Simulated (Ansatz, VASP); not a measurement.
# Cross-check of HfO2 between VASP and Ansatz, part 2 of 3

One calculation is typed for both programs; each brings its own data sets. How far apart do they land? The cell is taken from a series of runs on this material, whose earlier steps may have relaxed, scaled, displaced or heated it; both programs get it as it stands.

VASP 6.6.1 and Ansatz 0.2.0.

So far: The starting structure; Ansatz: zone-centre phonons, LDA, pair 1.

**3. VASP: zone-centre phonons, LDA, pair 1**

Level of this step: LDA; plane waves and PAW (O, Hf_pv) (VASP).

The same cell, functional (in two slightly different forms) and mesh now go to VASP, with its own data sets.

Lines of VASP's logs that name or quote its potential files are left out, and so is its time.

Contents of INCAR:

```
SYSTEM = HfO2
PREC = Accurate
ENCUT = 600
EDIFF = 1E-08
NELM = 120
ISMEAR = 0
SIGMA = 0.01
LREAL = .FALSE.
ALGO = Normal
GGA = PW92
NBANDS = 17
LASPH = .TRUE.
LORBIT = 11
LWAVE = .FALSE.
LCHARG = .FALSE.
ISIF = 2
IBRION = 8
GGA_COMPAT = .FALSE.
EFERMI = MIDGAP
KPAR = 2
```

Contents of POSCAR:

```
HfO2
1.0
   -0.0619360687      2.4877763304      2.5073822099
    2.4877763304     -0.0619360687      2.5073822099
    2.4258402617      2.4258402617      0.0000000000
O Hf
2 1
Direct
    0.2542802690      0.2542802690      0.2457197310
    0.7457197310      0.7457197310      0.7542802690
    0.0000000000      0.0000000000      0.0000000000
```

Contents of KPOINTS:

```
Automatic mesh
0
Gamma
8 8 8
0 0 0
```

The projector-augmented-wave data sets are O and Hf_pv (LDA family, release 64).

Started as:

```console
$ mpirun -np 2 vasp_std
```

Numbers of over 12 decimals in the logs are rounded to 6 here.

Log:

```text
[banner, memory and clock lines left out]
running    2 mpi-ranks, on    1 nodes
 distrk:  each k-point on    1 cores,    2 groups
 distr:  one band on    1 cores,    1 groups

 POSCAR found type information on POSCAR O Hf
 POSCAR found :  2 types and       3 ions
|                                                                             |
|               ----> ADVICE to this user running VASP <----                  |
|                                                                             |
|     You enforced a specific xc type in the INCAR file but a different       |
|     [... a line on the potential file left out ...]
|     I HOPE YOU KNOW WHAT YOU ARE DOING!                                     |
|                                                                             |

 LDA part: xc-table for (Slater(with rela. corr.)+PW92), standard interpolation
 POSCAR, INCAR and KPOINTS ok, starting setup
 FFT: planning ... GRIDC
 FFT: planning ... GRID_SOFT
 FFT: planning ... GRID
 WAVECAR not read
 entering main loop
       N       E                     dE             d eps       ncg     rms          rms(c)
DAV:   1     0.954155635338E+02    0.95416E+02   -0.13994E+04  3230   0.144E+03
DAV:   2    -0.349257897784E+02   -0.13034E+03   -0.12701E+03  4228   0.312E+02
DAV:   3    -0.386443056073E+02   -0.37185E+01   -0.37086E+01  3786   0.477E+01
DAV:   4    -0.386646894779E+02   -0.20384E-01   -0.20379E-01  4257   0.386E+00
DAV:   5    -0.386648146618E+02   -0.12518E-03   -0.12517E-03  3799   0.281E-01    0.551E+01
DAV:   6    -0.332787778472E+02    0.53860E+01   -0.22126E+01  3319   0.341E+01    0.465E+01
DAV:   7    -0.331323184373E+02    0.14646E+00   -0.71948E-01  3681   0.724E+00    0.305E+01
DAV:   8    -0.330853023353E+02    0.47016E-01   -0.20778E-01  3296   0.430E+00    0.798E+00
DAV:   9    -0.330706534601E+02    0.14649E-01   -0.42341E-02  3406   0.179E+00    0.246E+00
DAV:  10    -0.330702995389E+02    0.35392E-03   -0.22949E-03  4055   0.373E-01    0.802E-02
DAV:  11    -0.330702935117E+02    0.60272E-05   -0.12457E-04  3857   0.925E-02    0.520E-02
DAV:  12    -0.330702942366E+02   -0.72492E-06   -0.58575E-06  4123   0.192E-02    0.237E-02
DAV:  13    -0.330702942940E+02   -0.57379E-07   -0.14756E-07  4015   0.341E-03    0.269E-03
DAV:  14    -0.330702942962E+02   -0.22078E-08   -0.28742E-09  2539   0.534E-04
   1 F= -.33070294E+02 E0= -.33070294E+02  d E =0.000000E+00
 Linear response reoptimize wavefunctions to high precision
DAV:   1    -0.330702942967E+02   -0.49658E-09   -0.69025E-10  2719   0.248E-04
DAV:   2    -0.330702942967E+02   -0.34561E-10   -0.67763E-11  1862   0.678E-05
 Linear response DOF=           4
 Linear response progress:
  Degree of freedom:   1/  4
       N       E                     dE             d eps       ncg     rms          rms(c)
RMM:   1    -0.369966426814E+00   -0.36997E+00    0.22581E-01 19405   0.380E+00
RMM:   2    -0.358286093571E+00    0.11680E-01   -0.10553E-02 13650   0.691E-01    0.767E-01
RMM:   3    -0.359553669942E+00   -0.12676E-02   -0.91180E-04 12980   0.190E-01    0.458E-01
RMM:   4    -0.361725585251E+00   -0.21719E-02   -0.80341E-04 13148   0.185E-01    0.487E-02
RMM:   5    -0.361469017224E+00    0.25657E-03   -0.38982E-05 15392   0.371E-02    0.270E-02
RMM:   6    -0.361432472236E+00    0.36545E-04   -0.17741E-06 16310   0.626E-03    0.261E-02
RMM:   7    -0.361428132897E+00    0.43393E-05   -0.20170E-07 16143   0.165E-03    0.142E-02
RMM:   8    -0.361424152400E+00    0.39805E-05   -0.18008E-07 15378   0.206E-03    0.906E-03
RMM:   9    -0.361427036425E+00   -0.28840E-05   -0.11465E-07 16233   0.489E-04    0.280E-03
RMM:  10    -0.361427520156E+00   -0.48373E-06   -0.10931E-07 17475   0.203E-04    0.130E-04
RMM:  11    -0.361427479657E+00    0.40499E-07   -0.13965E-07 17457   0.159E-04    0.697E-04
RMM:  12    -0.361427422562E+00    0.57095E-07   -0.57724E-08 17781   0.141E-04    0.127E-04
RMM:  13    -0.361427421126E+00    0.14354E-08   -0.71732E-09 17472   0.133E-04    0.189E-06
 first order change of Fermi-energy   0.58133E-04
 force on displaced ion       1 direction 1 : -12.399  -0.512  -0.003
 Linear response progress:
  Degree of freedom:   2/  4
       N       E                     dE             d eps       ncg     rms          rms(c)
RMM:   1    -0.370782625666E+00   -0.37078E+00    0.21985E-01  6927   0.380E+00
RMM:   2    -0.358301233543E+00    0.12481E-01   -0.11094E-02  5015   0.700E-01    0.784E-01
RMM:   3    -0.359565279106E+00   -0.12640E-02   -0.95367E-04  4689   0.192E-01    0.467E-01
RMM:   4    -0.361735152919E+00   -0.21699E-02   -0.81805E-04  4762   0.186E-01    0.497E-02
RMM:   5    -0.361489008373E+00    0.24614E-03   -0.39172E-05  5542   0.371E-02    0.280E-02
RMM:   6    -0.361437362319E+00    0.51646E-04   -0.19958E-06  5729   0.716E-03    0.244E-02
RMM:   7    -0.361436993763E+00    0.36856E-06   -0.22199E-07  5938   0.132E-03    0.266E-02
RMM:   8    -0.361441328218E+00   -0.43345E-05   -0.13910E-07  5499   0.154E-03    0.314E-02
RMM:   9    -0.361440059544E+00    0.12687E-05   -0.13454E-07  5874   0.124E-03    0.535E-02
RMM:  10    -0.361441120126E+00   -0.10606E-05   -0.77854E-08  6060   0.678E-04    0.696E-02
RMM:  11    -0.361435167985E+00    0.59521E-05   -0.11333E-07  5994   0.205E-03    0.127E-02
RMM:  12    -0.361432299114E+00    0.28689E-05   -0.15834E-07  5767   0.115E-03    0.161E-02
RMM:  13    -0.361432871729E+00   -0.57261E-06   -0.16725E-07  5850   0.348E-04    0.111E-02
RMM:  14    -0.361433907372E+00   -0.10356E-05    0.80270E-10  5829   0.469E-04    0.107E-03
RMM:  15    -0.361434098750E+00   -0.19138E-06    0.37814E-08  6246   0.201E-04    0.435E-04
RMM:  16    -0.361434093697E+00    0.50531E-08   -0.10882E-08  6356   0.155E-04    0.165E-04
 first order change of Fermi-energy  -0.26412E+00
 force on displaced ion       1 direction 3 :  -0.000  -0.000 -12.096
 Linear response progress:
  Degree of freedom:   3/  4
       N       E                     dE             d eps       ncg     rms          rms(c)
RMM:   1    -0.230066200177E+00   -0.23007E+00    0.22373E+00  6130   0.956E+00
RMM:   2    -0.222408293603E+00    0.76579E-02   -0.27668E-02  7684   0.114E+00    0.878E-01
RMM:   3    -0.221633752780E+00    0.77454E-03   -0.10000E-03  9555   0.150E-01    0.458E-01
RMM:   4    -0.221034926405E+00    0.59883E-03   -0.10975E-04 10395   0.588E-02    0.209E-01
RMM:   5    -0.220698911873E+00    0.33601E-03   -0.19594E-05 10650   0.273E-02    0.214E-02
RMM:   6    -0.220716936148E+00   -0.18024E-04   -0.25441E-06 10337   0.912E-03    0.169E-02
RMM:   7    -0.220720856148E+00   -0.39200E-05   -0.34666E-07 11426   0.227E-03    0.125E-02
RMM:   8    -0.220719645812E+00    0.12103E-05   -0.66324E-06 10820   0.901E-04    0.302E-04
RMM:   9    -0.220719194731E+00    0.45108E-06   -0.61001E-06 11828   0.428E-04    0.487E-05
RMM:  10    -0.220719463539E+00   -0.26881E-06   -0.36223E-06 11098   0.257E-04    0.185E-05
RMM:  11    -0.220719514172E+00   -0.50632E-07   -0.19248E-06 11594   0.203E-04    0.536E-05
RMM:  12    -0.220719521334E+00   -0.71629E-08   -0.10893E-06 11823   0.178E-04    0.261E-05
RMM:  13    -0.220719535002E+00   -0.13667E-07   -0.70644E-07 10729   0.169E-04    0.143E-05
RMM:  14    -0.220719535298E+00   -0.29583E-09   -0.48568E-07  9603   0.163E-04    0.264E-06
RMM:  15    -0.220719537574E+00   -0.22761E-08   -0.36605E-07  9009   0.161E-04    0.362E-06
RMM:  16    -0.220719537236E+00    0.33743E-09   -0.29213E-07  8652   0.159E-04    0.116E-06
RMM:  17    -0.220719537720E+00   -0.48336E-09   -0.27649E-07  8439   0.159E-04    0.314E-07
RMM:  18    -0.220719538001E+00   -0.28168E-09   -0.27672E-07  8311   0.158E-04    0.128E-07
RMM:  19    -0.220719538034E+00   -0.32422E-10   -0.27259E-07  8124   0.158E-04    0.934E-08
 first order change of Fermi-energy  -0.24873E-03
 force on displaced ion       3 direction 1 :  -6.449  -1.335   0.000
 Linear response progress:
  Degree of freedom:   4/  4
       N       E                     dE             d eps       ncg     rms          rms(c)
RMM:   1    -0.229859173971E+00   -0.22986E+00    0.22605E+00  3995   0.954E+00
RMM:   2    -0.222241109975E+00    0.76181E-02   -0.28073E-02  4857   0.114E+00    0.902E-01
RMM:   3    -0.221452423582E+00    0.78869E-03   -0.10260E-03  5908   0.153E-01    0.472E-01
RMM:   4    -0.220843721295E+00    0.60870E-03   -0.11690E-04  6348   0.604E-02    0.214E-01
RMM:   5    -0.220511442265E+00    0.33228E-03   -0.22291E-05  6477   0.293E-02    0.221E-02
RMM:   6    -0.220522288305E+00   -0.10846E-04   -0.33127E-06  6289   0.102E-02    0.205E-02
RMM:   7    -0.220530964452E+00   -0.86761E-05   -0.14349E-06  6751   0.394E-03    0.155E-02
RMM:   8    -0.220532391249E+00   -0.14268E-05   -0.42462E-06  6806   0.108E-03    0.651E-03
RMM:   9    -0.220531042271E+00    0.13490E-05   -0.38678E-06  6857   0.555E-04    0.306E-04
RMM:  10    -0.220531098817E+00   -0.56546E-07   -0.24338E-06  7268   0.271E-04    0.702E-05
RMM:  11    -0.220531218078E+00   -0.11926E-06   -0.17832E-06  7075   0.197E-04    0.837E-06
RMM:  12    -0.220531236875E+00   -0.18797E-07   -0.77044E-07  6991   0.167E-04    0.339E-05
RMM:  13    -0.220531248608E+00   -0.11733E-07   -0.48074E-07  6682   0.156E-04    0.331E-05
RMM:  14    -0.220531250657E+00   -0.20496E-08   -0.26737E-07  6037   0.148E-04    0.162E-05
RMM:  15    -0.220531252359E+00   -0.17017E-08   -0.15387E-07  5515   0.146E-04    0.336E-06
RMM:  16    -0.220531253778E+00   -0.14193E-08   -0.10036E-07  5187   0.144E-04    0.169E-06
RMM:  17    -0.220531254187E+00   -0.40830E-09   -0.66959E-08  4974   0.143E-04    0.131E-06
 first order change of Fermi-energy   0.10422E-04
 force on displaced ion       3 direction 3 :  -0.000  -0.000  -6.614
 Linear response finished
```

Parts of OUTCAR (step 3):

```text
ion  position               nearest neighbor table
   1  0.254  0.254  0.246-   3 2.14   3 2.14   3 2.18   3 2.18
   2  0.746  0.746  0.754-   3 2.14   3 2.14   3 2.18   3 2.18
   3  0.000  0.000  0.000-   2 2.14   1 2.14   2 2.14   1 2.14   2 2.18   2 2.18   1 2.18   1 2.18

  LATTYP: Found a body centered orthorhombic cell.
 ALAT       =     3.4306561982
 B/A-ratio  =     1.0510636003
 C/A-ratio  =     1.4617507934

 Subroutine GETGRP returns: Found  8 space group operations
 (whereof  8 operations were pure point group operations)

The static configuration has the point symmetry D_2h.

 Found     95 irreducible k-points:

   k-points           NKPTS =     95   k-points in BZ     NKDIM =     95   number of bands    NBANDS=     17

   dimension x,y,z NGX =    28 NGY =   28 NGZ =   28
   dimension x,y,z NGXF=    56 NGYF=   56 NGZF=   56

   ENCUT  =  600.0 eV  44.10 Ry    6.64 a.u.   7.06  7.06  6.85*2*pi/ulx,y,z

   NELECT =      22.0000    total number of electrons

 k-points in reciprocal lattice and weights: Automatic mesh
   0.00000000  0.00000000  0.00000000       0.002
   0.12500000  0.00000000  0.00000000       0.008
   0.25000000  0.00000000  0.00000000       0.008
   0.37500000  0.00000000  0.00000000       0.008
   0.50000000  0.00000000  0.00000000       0.004
   0.12500000  0.12500000  0.00000000       0.004
   0.25000000  0.12500000  0.00000000       0.008
   0.37500000  0.12500000  0.00000000       0.008
   0.50000000  0.12500000  0.00000000       0.008
[...]
0.25000000  0.25000000  0.50000000       0.004
  -0.25000000  0.25000000  0.50000000       0.004

 average (electrostatic) potential at core
       1 -70.2721       2 -70.2721       3 -37.0074

  Total       -0.0121840     -0.0121840     -0.7810066      0.7415809      0.0000000      0.0000000
  in kB       -0.6293572     -0.6293572    -40.3423627     38.3058578      0.0000000      0.0000000
  external PRESSURE =     -13.8670257 kB  Pullay stress =       0.0000000 kB

  energy-cutoff  :      600.00
  volume of cell :       31.02
      direct lattice vectors                 reciprocal lattice vectors
    -0.061936069  2.487776330  2.507382210    -0.196100549  0.196100549  0.199411162
     2.487776330 -0.061936069  2.507382210     0.196100549 -0.196100549  0.199411162
     2.425840262  2.425840262  0.000000000     0.206114149  0.206114149 -0.199411162

 POSITION                                       TOTAL-FORCE (eV/Angst)
 -----------------------------------------------------------------------------------
      1.21292      1.21292      1.27516         0.000000      0.000000     -0.024670
      3.63876      3.63876      3.73961         0.000000      0.000000      0.024670
      0.00000      0.00000      0.00000         0.000000     -0.000000     -0.000000
 -----------------------------------------------------------------------------------
    total drift:                               -0.000000     -0.000000      0.000000

 Eigenvectors and eigenvalues of the dynamical matrix
 ----------------------------------------------------

   1 f  =   18.300646 THz   114.986353 2PiTHz  610.443857 cm-1    75.685358 meV
             X         Y         Z           dx          dy          dz
      1.212920  1.212920  1.275156     0.500000    0.500000    0.000000
      3.638760  3.638760  3.739609    -0.500000   -0.500000   -0.000000
      0.000000  0.000000  0.000000     0.000000   -0.000000   -0.000000

   2 f  =   18.004553 THz   113.125942 2PiTHz  600.567237 cm-1    74.460814 meV
             X         Y         Z           dx          dy          dz
      1.212920  1.212920  1.275156    -0.500000    0.500000    0.000000
      3.638760  3.638760  3.739609     0.500000   -0.500000   -0.000000
      0.000000  0.000000  0.000000     0.000000    0.000000    0.000000

   3 f  =   17.863162 THz   112.237560 2PiTHz  595.850961 cm-1    73.876071 meV
             X         Y         Z           dx          dy          dz
      1.212920  1.212920  1.275156     0.000000   -0.000000    0.707107
      3.638760  3.638760  3.739609    -0.000000    0.000000   -0.707107
      0.000000  0.000000  0.000000    -0.000000   -0.000000   -0.000000

   4 f  =    8.376731 THz    52.632556 2PiTHz  279.417684 cm-1    34.643362 meV
             X         Y         Z           dx          dy          dz
      1.212920  1.212920  1.275156     0.460465    0.460465    0.000000
      3.638760  3.638760  3.739609     0.460465    0.460465   -0.000000
      0.000000  0.000000  0.000000    -0.275579   -0.275579   -0.000000

   5 f  =    7.713887 THz    48.467784 2PiTHz  257.307587 cm-1    31.902061 meV
             X         Y         Z           dx          dy          dz
      1.212920  1.212920  1.275156     0.000000   -0.000000    0.651073
      3.638760  3.638760  3.739609     0.000000   -0.000000    0.651073
      0.000000  0.000000  0.000000    -0.000000    0.000000   -0.390138

   6 f  =    6.779744 THz    42.598387 2PiTHz  226.147910 cm-1    28.038755 meV
             X         Y         Z           dx          dy          dz
      1.212920  1.212920  1.275156    -0.460338    0.460338    0.000000
      3.638760  3.638760  3.739609    -0.460338    0.460338    0.000000
      0.000000  0.000000  0.000000     0.276003   -0.276003   -0.000000

   7 f/i=    0.001617 THz     0.010162 2PiTHz    0.053949 cm-1     0.006689 meV
             X         Y         Z           dx          dy          dz
      1.212920  1.212920  1.275156    -0.194864   -0.194864   -0.000000
      3.638760  3.638760  3.739609    -0.194864   -0.194864   -0.000000
      0.000000  0.000000  0.000000    -0.651196   -0.651196   -0.000000

   8 f/i=    0.001947 THz     0.012233 2PiTHz    0.064942 cm-1     0.008052 meV
             X         Y         Z           dx          dy          dz
      1.212920  1.212920  1.275156    -0.000000   -0.000000    0.275869
      3.638760  3.638760  3.739609    -0.000000   -0.000000    0.275869
      0.000000  0.000000  0.000000    -0.000000   -0.000000    0.920756

   9 f/i=    0.003105 THz     0.019509 2PiTHz    0.103572 cm-1     0.012841 meV
             X         Y         Z           dx          dy          dz
      1.212920  1.212920  1.275156    -0.195164    0.195164   -0.000000
      3.638760  3.638760  3.739609    -0.195164    0.195164   -0.000000
      0.000000  0.000000  0.000000    -0.651016    0.651016   -0.000000

 ELASTIC MODULI CONTR FROM IONIC RELAXATION (kBar)
 Direction    XX          YY          ZZ          XY          YZ          ZX
 --------------------------------------------------------------------------------
 XX         -21.7029    -21.7029    -11.5992    -86.3024      0.0000     -0.0000
 YY         -21.7029    -21.7029    -11.5992    -86.3024     -0.0000     -0.0000
 ZZ         -11.5992    -11.5992     -6.1992    -46.1246      0.0000      0.0000
 XY         -86.3024    -86.3024    -46.1246   -343.1848      0.0000     -0.0000
 YZ           0.0000     -0.0000      0.0000      0.0000   -373.5104   -166.8572
 ZX          -0.0000     -0.0000      0.0000     -0.0000   -166.8572   -380.2378
 --------------------------------------------------------------------------------
```

**4. Comparison**

Known differences besides the potentials themselves: fixed occupations in Ansatz, narrow Gaussian smearing in VASP; the data sets hold 38 valence electrons in Ansatz (on its PAW soft_1 files) and 22 in VASP; the cutoff is 420 eV in Ansatz and 600 eV in VASP; VASP's log shows a relativistic correction to its local exchange, Ansatz's none. Total energies have different zeros and are not compared.

Both answers:

```
             quantity  Ansatz   VASP  difference
optical mode 1 (cm⁻¹)   228.8  226.1     +1.19 %
optical mode 2 (cm⁻¹)   259.6  257.3     +0.91 %
optical mode 3 (cm⁻¹)   281.1  279.4     +0.59 %
optical mode 4 (cm⁻¹)   598.1  595.9     +0.37 %
optical mode 5 (cm⁻¹)   602.8  600.6     +0.38 %
optical mode 6 (cm⁻¹)   611.8  610.4     +0.23 %
```

Modes are paired by rising frequency, not by their patterns, so a pair may set unlike modes beside each other; they are those without the splitting of longitudinal modes.

(Continued in part 3 of 3.)

[Lines on the potential files, build, host, timing and source positions are cut from VASP's logs without a mark.]

[Logs are printed without paths, hosts, clocks, repeated set-up lines and the standing remarks that a program may print on its own settings, such as how far it seeks lower states.]

[Hosts, paths, dates, database ids (printed as entryN), source tags and the programs' standing remarks are cut or masked in the printed files.]
